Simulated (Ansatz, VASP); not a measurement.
**CdC2 in two plane-wave programs**

Wanted: the spread between two codes on one cell, functional and k mesh. The cell is generated by rule, not measured, and may not be a known phase. The cell is taken from a series of runs on this material, whose earlier steps may have relaxed, scaled, displaced or heated it; both programs get it as it stands.

Calculated with Ansatz 0.2.0; plane waves, with VASP 6.6.1 beside it; relaxation of cell and atoms at PBE.

The structure was built from a prototype and need not be the compound's stable phase.

## 1. Set-up

It takes space group P4_2nm (No. 102, tetragonal). Conventional cell: a = 3.965 Å, b = 3.965 Å, c = 5.913 Å, α = 90.00°, β = 90.00°, γ = 90.00°. Nearest to Cd lie 4 C at 2.21 to 2.64 Å. Nearest to C lie 1 C at 1.25 Å and 2 Cd at 2.21 to 2.64 Å. Farther neighbours are not listed.

## 2. VASP: relaxation of cell and atoms, PBE

The relaxed volume is the usual yardstick between codes: in a stiff, nearly cubic crystal its relative difference is about their pressure difference at one cell divided by the bulk modulus.

Lines of VASP's logs that name or quote its potential files are left out, and so is its time.

INCAR

```
SYSTEM = CdC2
PREC = Accurate
ENCUT = 600
EDIFF = 1E-07
NELM = 120
ISMEAR = 0
SIGMA = 0.01
LREAL = .FALSE.
ALGO = Normal
GGA = PE
NBANDS = 26
LORBIT = 11
LWAVE = .FALSE.
LCHARG = .FALSE.
ISIF = 3
IBRION = 2
NSW = 80
EDIFFG = -0.005
LASPH = .TRUE.
GGA_COMPAT = .FALSE.
NELMIN = 4
EFERMI = MIDGAP
KPAR = 2
```

POSCAR

```
CdC2
1.0
    3.9651100000      0.0000000000      0.0000000000
    0.0000000000      3.9651100000      0.0000000000
    0.0000000000      0.0000000000      5.9125320000
Cd C
2 4
Direct
    0.5000000000      0.5000000000      0.9884344812
    0.0000000000      0.0000000000      0.4884344812
    0.8884666504      0.8884666504      0.0541223286
    0.6115333496      0.3884666504      0.5541223286
    0.1115333496      0.1115333496      0.0541223286
    0.3884666504      0.6115333496      0.5541223286
```

KPOINTS

```
Automatic mesh
0
Gamma
8 8 4
0 0 0
```

PAW data sets: Cd and C (PBE family, release 64).

The run is started by

```console
> mpirun -np 2 vasp_std
```

Numbers of over 12 decimals in the logs are rounded to 6 here.

What it wrote:

```text
[banner, memory and clock lines left out]
running    2 mpi-ranks, on    1 nodes
 distrk:  each k-point on    1 cores,    2 groups
 distr:  one band on    1 cores,    1 groups

 POSCAR found type information on POSCAR CdC
 POSCAR found :  2 types and       6 ions
 LDA part: xc-table for (Slater+PW92), standard interpolation
 POSCAR, INCAR and KPOINTS ok, starting setup
 FFT: planning ... GRIDC
 FFT: planning ... GRID_SOFT
 FFT: planning ... GRID
 WAVECAR not read
 entering main loop
       N       E                     dE             d eps       ncg     rms          rms(c)
DAV:   1     0.272305413106E+03    0.27231E+03   -0.21708E+04  2340   0.162E+03
DAV:   2    -0.198592534930E+02   -0.29216E+03   -0.28293E+03  2464   0.369E+02
DAV:   3    -0.387331433665E+02   -0.18874E+02   -0.18735E+02  2940   0.911E+01
DAV:   4    -0.390145780094E+02   -0.28143E+00   -0.28057E+00  2676   0.114E+01
DAV:   5    -0.390182642846E+02   -0.36863E-02   -0.36849E-02  2764   0.137E+00    0.149E+01
DAV:   6    -0.323094392462E+02    0.67088E+01   -0.12347E+01  3262   0.467E+01    0.104E+01
DAV:   7    -0.322508131815E+02    0.58626E-01   -0.87488E+00  2632   0.168E+01    0.527E+00
DAV:   8    -0.322462133544E+02    0.45998E-02   -0.94092E-01  2680   0.792E+00    0.128E+00
DAV:   9    -0.322098412967E+02    0.36372E-01   -0.16990E-01  2716   0.367E+00    0.269E-01
DAV:  10    -0.322112215297E+02   -0.13802E-02   -0.12676E-02  2464   0.740E-01    0.185E-01
DAV:  11    -0.322115803130E+02   -0.35878E-03   -0.35163E-03  2800   0.417E-01    0.811E-02
DAV:  12    -0.322113553710E+02    0.22494E-03   -0.16992E-03  2762   0.300E-01    0.236E-02
DAV:  13    -0.322113582432E+02   -0.28722E-05   -0.99833E-05  2724   0.843E-02    0.104E-02
DAV:  14    -0.322113578554E+02    0.38781E-06   -0.10284E-05  2840   0.194E-02    0.440E-03
DAV:  15    -0.322113578313E+02    0.24054E-07   -0.91947E-07  2612   0.535E-03
   1 F= -.32211358E+02 E0= -.32211358E+02  d E =-.322114E+02
[... from here on, the cycles between the ionic steps are left out ...]
   2 F= -.32107211E+02 E0= -.32107211E+02  d E =0.104147E+00
   3 F= -.32213535E+02 E0= -.32213535E+02  d E =-.217696E-02
   4 F= -.32213535E+02 E0= -.32213535E+02  d E =-.217706E-02
   5 F= -.32214522E+02 E0= -.32214522E+02  d E =-.987087E-03
   6 F= -.32214703E+02 E0= -.32214703E+02  d E =-.116852E-02
   7 F= -.32215059E+02 E0= -.32215059E+02  d E =-.356050E-03
   8 F= -.32215148E+02 E0= -.32215148E+02  d E =-.444603E-03
   9 F= -.32215203E+02 E0= -.32215203E+02  d E =-.545398E-04
 trial-energy change:   -0.000055  1 .order   -0.000053   -0.000178    0.000072
 step:   0.1267(harm=  0.1256)  dis= 0.00031  next Energy=   -32.215213 (dE=-0.645E-04)
 bond charge predicted
       N       E                     dE             d eps       ncg     rms          rms(c)
DAV:   1    -0.322152490405E+02   -0.46559E-04   -0.17950E-03  2340   0.326E-01    0.400E-02
DAV:   2    -0.322152176401E+02    0.31400E-04   -0.86778E-05  2896   0.926E-02    0.173E-02
DAV:   3    -0.322152125463E+02    0.50938E-05   -0.11483E-05  2816   0.235E-02    0.121E-02
DAV:   4    -0.322152122193E+02    0.32696E-06   -0.13047E-06  2436   0.921E-03    0.366E-03
DAV:   5    -0.322152123955E+02   -0.17614E-06   -0.20286E-07  1440   0.376E-03    0.117E-03
DAV:   6    -0.322152123947E+02    0.76670E-09   -0.23746E-08  1182   0.109E-03
  10 F= -.32215212E+02 E0= -.32215212E+02  d E =-.643896E-04
 curvature:  -0.27 expect dE=-0.539E-05 dE for cont linesearch -0.794E-09
 trial: gam=-0.06984 g(F)=  0.585E-05 g(S)=  0.139E-04 ort =-0.357E-05 (trialstep = 0.166E+00)
 search vector abs. value=  0.417E-04
 reached required accuracy - stopping structural energy minimisation
```

From OUTCAR (step 2):

```text
ion  position               nearest neighbor table
   1  0.500  0.500  0.988-   3 2.21   5 2.21   4 2.64   6 2.64   5 2.90   5 2.90   3 2.90   3 2.90

  LATTYP: Found a simple tetragonal cell.
 ALAT       =     3.9651100000
 C/A-ratio  =     1.4911394640

 Subroutine GETGRP returns: Found  8 space group operations
 (whereof  4 operations were pure point group operations)

The static configuration has the point symmetry C_2v.
 The point group associated with its full space group is C_4v.

 Found     45 irreducible k-points:

   k-points           NKPTS =     45   k-points in BZ     NKDIM =     45   number of bands    NBANDS=     26

   dimension x,y,z NGX =    32 NGY =   32 NGZ =   48
   dimension x,y,z NGXF=    64 NGYF=   64 NGZF=   96

   ENCUT  =  600.0 eV  44.10 Ry    6.64 a.u.   7.92  7.92 11.81*2*pi/ulx,y,z

   NELECT =      40.0000    total number of electrons

 k-points in reciprocal lattice and weights: Automatic mesh
   0.00000000  0.00000000  0.00000000       0.004
   0.12500000  0.00000000  0.00000000       0.016
   0.25000000  0.00000000  0.00000000       0.016
   0.37500000  0.00000000  0.00000000       0.016
   0.50000000  0.00000000  0.00000000       0.008
   0.12500000  0.12500000  0.00000000       0.016
   0.25000000  0.12500000  0.00000000       0.031
   0.37500000  0.12500000  0.00000000       0.031
   0.50000000  0.12500000  0.00000000       0.016
[...]
0.50000000  0.37500000  0.50000000       0.016
   0.50000000  0.50000000  0.50000000       0.004

 average (electrostatic) potential at core
       1 -39.6503       2 -39.6503       3 -52.5021       4 -52.5021       5 -52.5021
       6 -52.5021

 E-fermi :   2.2675

 k-point     1 :       0.0000    0.0000    0.0000
  band No.  band energies     occupation
    ...
     16      -3.0154      2.00000
     17      -1.7747      2.00000
     18      -0.5426      2.00000
     19      -0.5426      2.00000
     20      -0.3153      2.00000
     21       4.3030      0.00000
     22       5.3526      0.00000
     23       6.2616      0.00000
     24       6.2616      0.00000
     25       6.6901      0.00000
    ...

 k-point     2 :       0.1250    0.0000    0.0000
  band No.  band energies     occupation
    ...
     16      -2.7535      2.00000
     17      -1.6797      2.00000
     18      -0.4446      2.00000
     19      -0.4232      2.00000
     20      -0.3701      2.00000
     21       4.4606      0.00000
     22       5.4164      0.00000
     23       5.9204      0.00000
     24       6.0008      0.00000
     25       6.6264      0.00000
    ...

 k-point     3 :       0.2500    0.0000    0.0000
  band No.  band energies     occupation
    ...
     16      -2.2935      2.00000
     17      -1.3968      2.00000
     18      -0.5905      2.00000
     19      -0.2703      2.00000
     20      -0.2470      2.00000
     21       4.7579      0.00000
     22       5.2893      0.00000
     23       5.5478      0.00000
     24       5.5789      0.00000
     25       6.3466      0.00000
    ...

  Total       -0.0261359     -0.0261359     -0.0190536      0.0000000      0.0000000      0.0000000
  in kB       -0.4489398     -0.4489398     -0.3272875      0.0000000      0.0000000      0.0000000
  external PRESSURE =      -0.4083891 kB  Pullay stress =       0.0000000 kB

  energy-cutoff  :      600.00
  volume of cell :       93.27
      direct lattice vectors                 reciprocal lattice vectors
     3.956878231  0.000000000  0.000000000     0.252724482 -0.000000000  0.000000000
     0.000000000  3.956878231  0.000000000     0.000000000  0.252724482  0.000000000
     0.000000000  0.000000000  5.957358541     0.000000000  0.000000000  0.167859630

 POSITION                                       TOTAL-FORCE (eV/Angst)
 -----------------------------------------------------------------------------------
      1.97844      1.97844      5.89271         0.000000      0.000000      0.003896
      0.00000      0.00000      2.91403         0.000000      0.000000      0.003896
      3.51302      3.51302      0.32030         0.003076      0.003076     -0.001948
      2.42230      1.53458      3.29898        -0.003076      0.003076     -0.001948
      0.44386      0.44386      0.32030        -0.003076     -0.003076     -0.001948
      1.53458      2.42230      3.29898         0.003076     -0.003076     -0.001948
 -----------------------------------------------------------------------------------
    total drift:                                0.000000     -0.000000      0.001230

  FREE ENERGIE OF THE ION-ELECTRON SYSTEM (eV)
  ---------------------------------------------------
  free  energy   TOTEN  =       -32.2152123947 eV

  energy  without entropy=      -32.2152123947  energy(sigma->0) =      -32.21521239

 reached required accuracy - stopping structural energy minimisation

 total charge
# of ion       s       p       d       tot
------------------------------------------
    1        0.411   0.290   9.561  10.262
    2        0.411   0.290   9.561  10.262
    3        0.925   1.580   0.000   2.504
    4        0.925   1.580   0.000   2.504
    5        0.925   1.580   0.000   2.504
    6        0.925   1.580   0.000   2.504
--------------------------------------------------
tot          4.521   6.898  19.121  30.540

[... 3 further parts left out ...]
```

CONTCAR:

```
CdC2
   1.00000000000000
     3.9568782310321269    0.0000000000000000    0.0000000000000000
     0.0000000000000000    3.9568782310321269    0.0000000000000000
     0.0000000000000000    0.0000000000000000    5.9573585410168501
  Cd              C
     2     4
Direct
     0.5000000000000000    0.5000000000000000    0.9891479463599901
     0.0000000000000000    0.0000000000000000    0.4891479463599899
     0.8878266699612248    0.8878266699612248    0.0537655960200081
     0.6121733300387752    0.3878266699612249    0.5537655960200081
     0.1121733300387750    0.1121733300387750    0.0537655960200081
     0.3878266699612249    0.6121733300387752    0.5537655960200081
```

The run keeps the 8 symmetry operations of its start, so it cannot find a distortion of lower symmetry.

## 3. Ansatz: relaxation of cell and atoms, PBE

Ansatz runs on its NC files.

The same cell, functional and mesh now go to Ansatz, which takes its cutoff from its data sets.

input.yaml

```yaml
crystal:
  lattice:
    - [3.9651099776, 0.0, 0.0]
    - [0.0, 3.9651099776, 0.0]
    - [0.0, 0.0, 5.9125324408]
  atoms:
    - { symbol: Cd, position: [0.5, 0.5, -0.011565521] }
    - { symbol: Cd, position: [0.0, 0.0, 0.488434479] }
    - { symbol: C, position: [0.8884665355, 0.8884665355, 0.0541223246] }
    - { symbol: C, position: [0.6115334645, 0.3884665355, 0.5541223246] }
    - { symbol: C, position: [0.1115334645, 0.1115334645, 0.0541223246] }
    - { symbol: C, position: [0.3884665355, 0.6115334645, 0.5541223246] }
kpoints:
  mp_grid: { grid: [8, 8, 4] }
hamiltonian:
  xc: pbe
  pseudopotentials: { kind: nc }
scf:
  occupations: { method: fixed }
output:
  forces: true
  stress: true
  eigenvalues: true
  write_density: true
  write_potential: true
  elf: true
  volumetric_format: npy
relax:
  adjacent_minimum: "off"
  f_tol: 0.002
  max_steps: 120
  cell: { stress_tol: 0.03 }
```

The run is started by

```console
> ansatz run input.yaml --threads 8 --pin off --max-ram 14336MiB --backend cpu --events-out ev --progress --plain --runs-dir out
```

What it wrote:

```text
Engine: ansatz 0.2.0, x86_64-unknown-linux-gnu
Pseudopotentials: kind: nc
Pseudopotential: Cd, nc, valence charge 20, recommended cutoff 1071 eV (normal), Cd.nc.azcp
Pseudopotential: C, nc, valence charge 4, recommended cutoff 1115.666836 eV (normal), C.nc.azcp
Functional definition: PBE
  parameter kappa = 0.804
  parameter beta = 0.066725
  exchange = pbe_x(kappa = kappa, mu = beta*pi^2/3)
  correlation = pbe_c(beta = beta)
Crystal: 6 atoms, lattice volume = 92.957 Å³
Basis set: ecut = 1115.666836 eV, 7829 PW (Γ), exchange–correlation on 90×90×144 points (8 copies of the dense FFT grid, shifted against one another)
Bands: 34, of which v1, the nominal top of the filled ones, is band 28 counted from 1 (27 counted from 0)
Symmetry: 8 space group operations
Space group: P42nm (ITA 102), of the structure as read, at distance tolerance 4.5e-5 Å
k-points: 45 of 256 (time reversal used)
Non-local potential: Cd, projectors of the file, l = 0: 2, l = 1: 2, l = 2: 2, l = 3: 1
Non-local potential: C, projectors of the file, l = 0: 2, l = 1: 2
Initial density: superposition of atomic densities (chi_scale 0.1, normalization cell, long waves kept (reshape's long-wave potential 0.00 eV rms))
Initial wavefunctions: pseudopotential atomic-orbital guess
Functional: x = pbe(κ = 0.804, μ = 0.219515), c = pbe(β = 0.066725)
SCF iter   1: F=—  HF=-10187.783995 eV  |F-HF|=—  |Δ(HF+E_count)|=         —  Δρ=9.88e-2  dr2=9.34e0  ethr=3.10e-3  ⟨swp⟩=5.0  Hψ=5962  notcnv=0  defer=167
preconditioner: auto → Resta (q_TF=auto, 2.507 Å⁻¹)  ε∞=6.0  [insulator: Δε(μ)=4.284 eV  Ē_g=10.866 eV  n_scr=28 (ndim 8)  ℏωp=24.4 eV  f_vac=0.000  ε∞_Penn≈6.0]
SCF iter   2: F=—  HF=-10184.994727 eV  |F-HF|=—  |Δ(HF+E_count)|=    2.79e0  Δρ=4.39e-2  dr2=1.66e0  ethr=3.10e-3  ⟨swp⟩=3.0  Hψ=3137  notcnv=0  defer=111
SCF iter   3: F=—  HF=-10184.462217 eV  |F-HF|=—  |Δ(HF+E_count)|=   5.33e-1  Δρ=8.04e-3  dr2=3.53e-2  ethr=2.97e-3  ⟨swp⟩=3.0  Hψ=3009  notcnv=0  defer=169
SCF iter   4: F=—  HF=-10184.467944 eV  |F-HF|=—  |Δ(HF+E_count)|=   5.73e-3  Δρ=1.67e-3  dr2=3.94e-3  ethr=6.30e-5  ⟨swp⟩=3.1  Hψ=2113  notcnv=0  defer=180
SCF iter   5: F=—  HF=-10184.468824 eV  |F-HF|=—  |Δ(HF+E_count)|=   8.80e-4  Δρ=5.17e-4  dr2=1.72e-4  ethr=7.03e-6  ⟨swp⟩=3.0  Hψ=2532  notcnv=0  defer=180
SCF iter   6: F=—  HF=-10184.468980 eV  |F-HF|=—  |Δ(HF+E_count)|=   1.56e-4  Δρ=1.84e-4  dr2=2.07e-5  ethr=3.07e-7  ⟨swp⟩=2.3  Hψ=2799  notcnv=0  defer=180
SCF iter   7: F=—  HF=-10184.468992 eV  |F-HF|=—  |Δ(HF+E_count)|=   1.24e-5  Δρ=4.78e-5  dr2=1.50e-6  ethr=3.70e-8  ⟨swp⟩=2.0  Hψ=2665  notcnv=0  defer=179
SCF iter   8: F=-10184.468993 eV  HF=-10184.468993 eV  |F-HF|=2.88e-8  |Δ(HF+E_count)|=   8.34e-7  Δρ=9.32e-6  dr2=9.50e-8  ethr=1.79e-10  ⟨swp⟩=20.7  Hψ=17318  notcnv=0
SCF 1 converged in 8 iterations: F = -10184.468993 eV  dr2 = 9.50e-8
relax step   1: F+E_penalty+E_count = -10184.46899326 eV  Δ(F+E_penalty+E_count) = +0.000e0 eV  max|allowed force component| = 2.406e-1 eV/Å  Δτ_max = 0.0000 Å  P = -0.121 GPa  Ω = 92.957 Å³  (8 SCF iters, dr2 threshold 1.00e-7 eV, accepted)
[...]
relax step   2: F+E_penalty+E_count = -10184.47342471 eV  Δ(F+E_penalty+E_count) = -4.431e-3 eV  max|allowed force component| = 2.979e-2 eV/Å  Δτ_max = 0.0037 Å  P = +0.059 GPa  Ω = 92.697 Å³  energy of the carried Pulay correction = +3.343e-5 eV  (4 SCF iters, dr2 threshold 6.00e-7 eV, accepted)
[...]
relax step   3: F+E_penalty+E_count = -10184.47376718 eV  Δ(F+E_penalty+E_count) = -3.425e-4 eV  max|allowed force component| = 1.334e-2 eV/Å  Δτ_max = 0.0025 Å  P = -0.047 GPa  Ω = 92.913 Å³  energy of the carried Pulay correction = +5.632e-6 eV  (5 SCF iters, dr2 threshold 1.13e-7 eV, accepted)
[...]
relax step   4: F+E_penalty+E_count = -10184.47389533 eV  Δ(F+E_penalty+E_count) = -1.281e-4 eV  max|allowed force component| = 1.061e-2 eV/Å  Δτ_max = 0.0035 Å  P = -0.013 GPa  Ω = 92.876 Å³  energy of the carried Pulay correction = +1.043e-5 eV  (5 SCF iters, dr2 threshold 1.11e-8 eV, accepted)
[...]
relax step   5: F+E_penalty+E_count = -10184.47404277 eV  Δ(F+E_penalty+E_count) = -1.474e-4 eV  max|allowed force component| = 1.429e-3 eV/Å  Δτ_max = 0.0090 Å  P = -0.011 GPa  Ω = 92.853 Å³  energy of the carried Pulay correction = +1.338e-5 eV  (6 SCF iters, dr2 threshold 7.04e-9 eV, accepted)
[...]
relax step   6: F+E_penalty+E_count = -10184.47402104 eV  Δ(F+E_penalty+E_count) = +2.173e-5 eV  max|allowed force component| = 1.442e-3 eV/Å  Δτ_max = 0.0000 Å  P = -0.011 GPa  Ω = 92.853 Å³  stress off target by 1.33e-2 GPa  SCF on the basis re-selected at this cell (its energy is not comparable with the rows above)  (5 SCF iters)
basis re-selected at this cell: Δ(F+E_penalty+E_count) = +2.173e-5 eV, ΔP = -0.000 GPa vs the last step (what re-selecting the basis moved, of the pressure what is left beyond the Pulay correction that the steps carried, after the strain that the cell walked since its last selection, with what the two solves' SCF thresholds leave and, on support functions, any second-order correction that the steps lacked; it is no m [...]
SCF converged after 5 iterations
Free energy (F): -10184.474021 eV
Harris-Foulkes:  -10184.474021 eV  (|F-HF|=3.64e-12)
Internal energy: -10184.474021 eV  (E = F + TS)
E sigma→0 (E₀):  -10184.474021 eV
Fermi energy:    7.083430 eV
--- Per-component energies (eV) ---
  E_band       = -986.810099
  E_kinetic    = 3692.077016
  E_local      = -10254.816658  (includes V_loc(G=0)·N_el)
  E_nonlocal   = 338.454232
  E_hartree    = 3315.002725
  E_xc         = -1546.712050
  E_vxc        = -1392.530114  (∫ρ·V_xc dr)
  E_ewald      = -5728.479285
  E_smearing   = -0.000000  (= −TS)
  E_closure    = 0.000000  (closes the sum)
  Σ components = -10184.474021   (vs F -10184.474021, Δ=0.00e0)
--- Forces (eV/Å), atoms counted from 1 ---
  atom   1  Cd    -0.00000000    -0.00000000     0.00066972
  atom   2  Cd     0.00000000     0.00000000     0.00066972
  atom   3  C      0.00144175     0.00144175    -0.00033513
  atom   4  C     -0.00144175     0.00144175    -0.00033513
  atom   5  C     -0.00144175    -0.00144175    -0.00033513
  atom   6  C      0.00144175    -0.00144175    -0.00033513
  max |Σ_I F_I| component: 1.05e-6 eV/Å
--- Stress (GPa, compression-positive) ---
       -0.010231      -0.000000      -0.000000
       -0.000000      -0.010231      -0.000000
       -0.000000      -0.000000      -0.013295
  P = ⅓ Tr σ = -0.0113 GPa (-0.113 kbar)
--- Band table (eV; the first three rows and the last of 45) ---
  k-point 0: bands = [... 24 lower, 4.6583, 5.8804, 5.8804, 6.1105, 10.7540, 11.8036, 12.7350, 12.7350, ... 2 higher]
  k-point 1: bands = [... 24 lower, 5.2603, 5.8499, 5.8499, 6.2634, 10.8725, 11.6014, 12.6244, 12.6244, ... 2 higher]
  k-point 2: bands = [... 24 lower, 5.8178, 5.8178, 6.1076, 6.1076, 11.1976, 11.1976, 12.5252, 12.5252, ... 2 higher]
  k-point 44: bands = [... 24 lower, 4.0053, 4.3360, 6.4990, 6.9055, 11.6004, 11.6004, 11.8963, 12.3002, ... 2 higher]
--- Relaxed structure (5 steps of the walk, 5 accepted, 1 SCFs on fresh bases) ---
  F+E_penalty+E_count = -10184.47402104 eV   max|allowed force component| = 1.442e-3 eV/Å   (the final SCF, on the basis selected at the relaxed cell)
  cell:  # Å, volume = 92.8531 Å³
    - [3.949782, 0.0, 0]
    - [0.0, 3.949782, 0.0]
    - [0, 0.0, 5.951821]
  atoms:
    - { symbol: Cd, position: [0.5, 0.5, -0.00910328] }
    - { symbol: Cd, position: [0, 0, 0.490897] }
    - { symbol: C, position: [0.887791, 0.887791, 0.052891] }
    - { symbol: C, position: [0.612209, 0.387791, 0.552891] }
    - { symbol: C, position: [0.112209, 0.112209, 0.052891] }
    - { symbol: C, position: [0.387791, 0.612209, 0.552891] }
```

Reading the cycles: dr2 is the Hartree energy of the density residual (eV), the measure of convergence; HF is the Harris–Foulkes estimate of the energy, which meets the free energy F at convergence.

## 4. Side by side

Known differences besides the potentials themselves: fixed occupations in Ansatz, narrow Gaussian smearing in VASP; the data sets hold 56 valence electrons in Ansatz (on its NC files) and 40 in VASP; the cutoff is 1115.67 eV in Ansatz and 600 eV in VASP; Ansatz adds a Pulay correction to the stress that steers its cell, VASP none. Total energies have different zeros and are not compared.

Compared:

```csv
quantity,Ansatz,VASP,difference
volume (Å³),92.85,93.27,-0.45 %
"edge a after relaxation, in the typed setting (Å)",3.950,3.957,-0.18 %
"edge c after relaxation, in the typed setting (Å)",5.952,5.957,-0.09 %
```

## 5. Outcome

```json
{"difference in volume (relaxation of cell and atoms, PBE)": "-0.45 %"}
```

What this shows: The difference in volume is -0.45 % (relaxation of cell and atoms, PBE), within the 1.2 % picked in this series as the mark of a large difference, as far as the stopping tolerances let one tell. The data sets hold unlike numbers of valence electrons (56 in Ansatz and 40 in VASP), so part of the differences comes from the potentials. Such differences can come from data sets, numerical settings and the points named under the comparisons, not from the functional's error against experiment.

[Lines on the potential files, build, host, timing and source positions are cut from VASP's logs without a mark.]

[Logs are printed without paths, hosts, clocks, repeated set-up lines and the standing remarks that a program may print on its own settings, such as how far it seeks lower states.]

[Hosts, paths, dates, database ids (printed as entryN), source tags and the programs' standing remarks are cut or masked in the printed files.]
